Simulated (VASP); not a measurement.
These are PBE GGA, VASP's PBE PAW potentials (set 64) (plane waves; VASP 6.6.1) values and carry that method's errors.

Input for VASP

POSCAR:
```
SnO2
1
    4.8327062193     0.0000000000     0.0000000000
    0.0000000000     4.8327062193     0.0000000000
    0.0000000000     0.0000000000     3.2408334566
Sn O
2 4
Direct
  0.0000000000   0.0000000000   1.0000000000
  0.5000000000   0.5000000000   0.5000000000
  0.3065849554   0.3065849554   0.0000000000
  0.8065849554   0.1934150446   0.5000000000
  0.1934150446   0.8065849554   0.5000000000
  0.6934150446   0.6934150446   0.0000000000
```

**INCAR**
```
ALGO=Normal
EDIFF=1E-7
ENCUT=520
GGA=PE
ISIF=2
ISMEAR=-5
LASPH=.True.
LCHARG=.True.
LEFG=.True.
LMAXMIX=4
LORBIT=11
LREAL=.False.
LWAVE=.False.
NEDOS=601
NELM=100
PREC=Accurate
SYSTEM=SnO2
```

**KPOINTS**
```
kpoints
0
gamma
  5 5 8
0 0 0
```

POTCAR, in this order: Sn_d O (PBE.64 set). Program: vasp_std.

### Question
What will the output report for the number of irreducible k-points (NKPTS), number of bands (NBANDS), largest plane-wave count, number of space-group operations, FFT grid (NGX, NGY, NGZ)?

### Answer

The number of irreducible k-points (NKPTS) comes out as 30, the number of bands (NBANDS) comes out as 31 and the largest plane-wave count is 2068. The number of space-group operations is 16 and the FFT grid (NGX, NGY, NGZ) comes out as 36 × 36 × 24.

The compound is SnO2 in the rutile structure. It was relaxed first, which changed the volume by +6 %.
